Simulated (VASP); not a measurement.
Calculation: PBEsol GGA, VASP's PBE PAW potentials (set 64) (plane waves; VASP 6.6.1).

A VASP calculation is set up with these files.

### INCAR
```
# general
SYSTEM =WSe
PREC   =Accurate
ENCUT  =400
LREAL  =F   # projection in real space or not
LASPH  =T   # aspherical one-centre terms

# electronic loop
EDIFF  =1E-6
NELM   =100   # most electronic steps
ALGO   =Normal   # blocked Davidson
LMAXMIX=6

# smearing
ISMEAR =1
SIGMA  =0.1

# functional
GGA    =PS   # PBEsol

# ions
IBRION =2   # conjugate gradients
NSW    =60   # most ionic steps
ISIF   =3
EDIFFG =-0.01   # ionic stop

# output
LWAVE  =F
LCHARG =F
```

POSCAR:
```
WSe
1
   -0.0000000000     2.7954191602     2.7954191602
    2.7954191602    -0.0000000000     2.7954191602
    2.7954191602     2.7954191602     0.0000000000
W Se
1 1
Direct
  0.0000000000   0.0000000000   0.0000000000
  0.2500000000   0.2500000000   0.2500000000
```

### KPOINTS
```
Automatic mesh
0
Gamma
10 10 10
0 0 0
```

POTCAR, in this order: W_sv Se (PBE.64 set). Program: vasp_std.

Unless said otherwise, spin-orbit coupling is left out, though it shifts the bands of the heavy elements here.

Task: Predict the energy per atom (σ→0), volume per atom, band gap (on the k-mesh).

Result: 
```
Item                                                         Value
------------------------  ----------------------------------------
energy per atom (σ→0)                               -7.791 eV/atom
band gap (on the k-mesh)  none (metal, semimetal or under 0.01 eV)
volume per atom                                     21.82 Å^3/atom
```

**OSZICAR**
```
...
   2 F= -.15580817E+02 E0= -.15581261E+02  d E =0.639353E-04
       N       E                     dE             d eps       ncg     rms          rms(c)
DAV:   1    -0.155818896534E+02   -0.10722E-02   -0.21748E-02  1382   0.181E+00    0.315E-01
DAV:   2    -0.155810126741E+02    0.87698E-03   -0.31510E-03  1352   0.519E-01    0.582E-02
DAV:   3    -0.155809260278E+02    0.86646E-04   -0.16253E-04  1598   0.104E-01    0.312E-02
DAV:   4    -0.155809115549E+02    0.14473E-04   -0.43271E-05  1442   0.576E-02    0.238E-02
DAV:   5    -0.155809108938E+02    0.66111E-06   -0.28758E-06  1336   0.172E-02
   3 F= -.15580911E+02 E0= -.15581353E+02  d E =-.295455E-04
```

The structure was generated: WSe was put into the zinc blende type (F-43m), which need not be its known phase. This run relaxes it. Symmetry was kept, so distortions that lower it aren't found. The start is the result of an earlier pass.
